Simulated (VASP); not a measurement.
Consider the following.

```
CELL_PARAMETERS angstrom
      0.00000     3.24200     3.24200
      3.24200     0.00000     3.24200
      3.24200     3.24200     0.00000
ATOMIC_POSITIONS crystal
  Ag 0.00000 0.00000 0.00000
  I  0.25000 0.25000 0.25000
```

These are vdW-DF-cx, VASP's PBE PAW potentials (set 64) (plane waves; VASP 6.6.1) values and carry that method's errors. Numerical set-up: 520 eV cut-off, 8×8×8 Γ-centred mesh, tetrahedra with Blöchl corrections, potentials Ag I.

Unless said otherwise, spin-orbit coupling is left out, though it shifts the bands of the heavy elements here.

Predict the energy per atom (σ→0), band gap (on the k-mesh) with the smallest direct gap where there is one.

```
Quantity                                    Value
-----------------------------------  ------------
band gap (on the k-mesh)                  1.25 eV
smallest direct gap (on the k-mesh)       1.25 eV
energy per atom (σ→0)                117 meV/atom
```

The compound is AgI in the zinc blende structure, whereas wurtzite is the usual form. It was relaxed first.
